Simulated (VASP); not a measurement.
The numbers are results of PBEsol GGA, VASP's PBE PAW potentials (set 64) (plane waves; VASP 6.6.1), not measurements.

VASP ran on this input.

POSCAR:
```
CrO2
1.0
  4.3903313142   0.0000000000   0.0000000000
  0.0000000000   4.3903313142   0.0000000000
  0.0000000000   0.0000000000   2.8910802022
Cr O
2 4
Direct
  0.0000000000   0.0000000000   0.0000000000
  0.5000000000   0.5000000000   0.5000000000
  0.3033563377   0.3033563377   0.0000000000
  0.8033563377   0.1966436623   0.5000000000
  0.1966436623   0.8033563377   0.5000000000
  0.6966436623   0.6966436623   0.0000000000
```

### INCAR
```
ALGO=Normal
EDIFF=1E-6
EDIFFG=-0.02
ENCUT=620
GGA=PS
IBRION=2
ISIF=3
ISMEAR=1
ISPIN=2
LASPH=T
LCHARG=F
LMAXMIX=4
LORBIT=10
LREAL=F
LWAVE=F
MAGMOM=2.1 2.1 -0.1 -0.1 -0.1 -0.1
NELM=100
NSW=40
PREC=Accurate
SIGMA=0.1
SYSTEM=CrO2
```

KPOINTS:
```
Automatic mesh
0
Gamma
7 7 11
0 0 0
```

POTCAR, in this order: Cr_pv O (PBE.64 set). Program: vasp_std.

Question: What will the output report for the number of irreducible k-points (NKPTS), largest plane-wave count, number of space-group operations, FFT grid (NGX, NGY, NGZ)?

Answer: 
```
Item                                           Value
--------------------------------------  ------------
number of irreducible k-points (NKPTS)            60
largest plane-wave count                        1984
number of space-group operations                  16
FFT grid (NGX, NGY, NGZ)                36 × 36 × 24
```

The compound is CrO2 in the rutile structure. It was relaxed first.
